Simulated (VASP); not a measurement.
The system is SnO (Romarchite).

```
Sn O
1.0
     3.79860    0.00000    0.00000
     0.00000    3.79860    0.00000
     0.00000    0.00000    4.84080
Sn O
2 2
Cartesian
  1.8993 0.0000 1.1468
  0.0000 1.8993 3.6940
  0.0000 0.0000 0.0000
  1.8993 1.8993 0.0000
```

Base run:

- Program: VASP 6.6.1
- Functional: PBEsol
- Potentials or basis: VASP PAW PBE potentials, release 64 (Sn_d, O)
- Cutoff: 600 eV
- k mesh: 6 × 6 × 5
- Occupations: fermi-dirac, width 0.02 eV
- Spin: no spin polarisation

Its results: band gap on the k mesh 0.05 eV, indirect (least direct gap 1.92 eV); pressure 0.8 GPa; largest force 0.293 eV/Å.

The run is repeated on the same cell with these changes: functional from PBEsol to PBE; cutoff from 600 eV to 520 eV. What comes out?

Band gap on the k mesh 0.07 eV, indirect (least direct gap 1.98 eV); pressure 5.1 GPa; largest force 0.589 eV/Å.

PBE binds less tightly than PBEsol, so the same cell stands under more pressure.

Caveats: spin-orbit coupling is left out, which moves the levels of the heavy elements; an odd mesh through Γ misses points on the zone boundary, where band edges often lie; the PAW data sets were made with another functional, which shifts forces and pressure a little (some runs).

Not every run made on this cell is shown here.
